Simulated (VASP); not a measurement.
Write the native input for VASP 6.6.1 that does the following.

```
Task                   : relaxation of cell and atoms
Functional             : PBE
Dispersion             : D3(BJ)
Potentials or basis    : VASP PAW PBE potentials, release 64 (B, Sb, N)
Cutoff                 : 600 eV
k mesh                 : 15 × 15 × 8
Occupations            : gaussian, width 0.1 eV
Spin                   : no spin polarisation
Dipole correction      : no
Further INCAR settings : ALGO = Fast; EDIFF = 1e-06; IBRION = 2; EDIFFG = -0.005; NSW = 100; ISIF = 3
```

The structure of B2SbN lies in POSCAR:

```
B2SbN
1.0
    3.1935875469      0.0000000000      0.0000000000
   -1.5967937734      2.7657279448      0.0000000000
    0.0000000000      0.0000000000      5.8803715289
B Sb N
2 1 1
Direct
    0.3333333333      0.6666666667      0.0000000000
    0.6666666667      0.3333333333      0.0000000000
    0.0000000000      0.0000000000      0.5000000000
    0.0000000000      0.0000000000      0.0000000000
```

The cell comes from a database or a generator and needn't be the stable form of this composition.

The input as run:

INCAR

```
SYSTEM = B2SbN
PREC = Accurate ; ENCUT = 600
EDIFF = 1E-6 ; ISMEAR = 0
SIGMA = 0.1 ; LREAL = .FALSE.
LASPH = .TRUE. ; NELM = 100
ALGO = Fast ; ISIF = 3
LWAVE = .FALSE. ; LCHARG = .FALSE.
GGA = PE ; IVDW = 12
IBRION = 2 ; NSW = 100
EDIFFG = -0.005
```

KPOINTS

```
regular mesh
0
G
  15 15 8
  0 0 0
```

Potentials or basis: VASP PAW PBE potentials, release 64 (B, Sb, N).

Command:

```console
$ cat potpaw_PBE.64/B/POTCAR potpaw_PBE.64/Sb/POTCAR potpaw_PBE.64/N/POTCAR > POTCAR
$ mpirun -np 1 vasp_std > vasp.out
```

It gave:

```yaml
Relaxed_volume: 13.93 Å³/atom
Relaxed_cell: a = 3.162 Å, b = 3.162 Å, c = 6.435 Å, α = 90.00°, β = 90.00°, γ = 120.00°
Space_group_after_relaxing_to_0.05_Å: P6/mmm (No. 191)
Energy_gained_by_relaxing: 7.3 meV/atom
Ionic_steps: 23
Pressure_after_relaxing: 0.0 GPa
Band_gap_on_the_k_mesh: none (metal or under the smearing width)
Dispersion_energy_per_atom: -0.232 eV
```

Run time: 17 min on 1 thread of Intel(R) Xeon(R) Platinum 8488C (Sapphire Rapids), on a shared host, peak memory 0.31 GiB.
